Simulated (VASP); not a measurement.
Data:

```
CELL_PARAMETERS angstrom
      0.00000     2.65288     2.65288
      2.65288     0.00000     2.65288
      2.65288     2.65288     0.00000
ATOMIC_POSITIONS crystal
  Ru 0.00000 0.00000 0.00000
  Sb 0.50000 0.50000 0.50000
```

Computed with PBEsol GGA, VASP's PBE PAW potentials (set 64) (plane waves; VASP). Numerical set-up: 400 eV cut-off, 13×13×13 Γ-centred mesh, tetrahedra with Blöchl corrections, potentials Ru_pv Sb.

Unless said otherwise, spin-orbit coupling is left out, though it shifts the bands of the heavy elements here.

Question: What does the run give for the energy per atom (σ→0), band gap (on the k-mesh) with the smallest direct gap where there is one?

Answer: 
- band gap (on the k-mesh): none (metal, semimetal or under 0.01 eV)
- energy per atom (σ→0): -6.956 eV/atom

The structure was generated: RuSb was put into the rock salt type (Fm-3m), which need not be its known phase. It was relaxed first, which changed the volume by -36 %. The electron count is odd and the run is not spin-polarised, which forces a metal.
